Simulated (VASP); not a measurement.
Energy against volume of Sc (hcp). All values below come from PBE GGA with D3 dispersion (Becke-Johnson damping), VASP's PBE PAW potentials (set 64) (plane waves; VASP). Run with 520 eV cut-off, 13×13×7 Γ-centred mesh, first-order Methfessel-Paxton smearing of 0.10 eV, potentials Sc_sv.

Shape and ions are relaxed at each volume.

| V (Å³/atom) | E (eV/atom) |
|---|---|
| 22.086 | -6.62892 |
| 22.791 | -6.64180 |
| 23.496 | -6.64587 |
| 24.201 | -6.64223 |

Problem. Fit these four points and predict the energy of the run at 24.905 Å³/atom.

Solution. A cubic in V^(−2/3), the third-order Birch-Murnaghan form, passes through the four points with V0 = 23.50 Å³/atom and B0 = 58 GPa, and gives -6.6318 eV/atom there. The run gave -6.6319 eV/atom, -0.0 meV/atom from the fit; all five points give B0 = 58 GPa.

The compound is Sc in the hcp structure. It was relaxed first, which changed the volume by -6 %.
